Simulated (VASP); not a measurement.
Consider the following.

```
CELL_PARAMETERS angstrom
      0.00000     2.66778     2.66778
      2.66778     0.00000     2.66778
      2.66778     2.66778     0.00000
ATOMIC_POSITIONS crystal
  Cd 0.00000 0.00000 0.00000
  F  0.25000 0.25000 0.25000
  F  0.75000 0.75000 0.75000
```

These are SCAN meta-GGA, VASP's PBE PAW potentials (set 64) (plane waves; VASP) values and carry that method's errors. Settings: 520 eV cut-off, 7×7×7 Γ-centred mesh, Gaussian smearing of 0.050 eV, potentials Cd F.

### Question
The job: CdF2 (fluorite), 3 atoms, SCAN, static run, 520 eV, 7×7×7 Γ-centred mesh. Roughly how much core time does it take on a busy server core?

### Answer
About 60 core-seconds (one run on a shared machine, a rough figure). It had 20 irreducible k-points, 17 bands, up to 1032 plane waves and 20 electronic steps.

The compound is CdF2 in the fluorite structure. This cell is one point of a volume scan, at 0.97 of the reference volume.
